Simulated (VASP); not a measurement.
Input:

```
Te
1.0
    9.03345     0.00000     0.00000
    0.00000     3.20908     0.00000
    0.00000     0.00000     4.47745
Te
4
Direct
  0.75000   0.50000   0.51291
  0.25000   0.50000   0.48709
  0.00000   0.50000   0.00000
  0.50000   0.50000   0.00000
```

All values below come from r2SCAN meta-GGA, VASP's PBE PAW potentials (set 64) (plane waves; VASP 6.6.1). Settings: 400 eV cut-off, 4×11×8 Γ-centred mesh, tetrahedra with Blöchl corrections, potentials Te.

For a metal the tetrahedron method with Blöchl corrections gives inexact stress and forces.

Question: Give the force on each atom (eV/Å).

Answer: 
```tsv
atom	Fx	Fy	Fz
Te1	0.000	0.000	0.060
Te2	0.000	0.000	-0.060
Te3	0.000	0.000	0.000
Te4	0.000	0.000	0.000
```

Question: Give the stress tensor in GPa (positive for a compressed cell).

Answer: 
```
 0.66   0.00   0.00
 0.00  -1.67   0.00
 0.00   0.00   0.44
```
The pressure is its mean diagonal, -0.19 GPa.

The structure comes from a computed database's Te entry (Pmma); how it stands against other phases isn't given here. It was relaxed first.
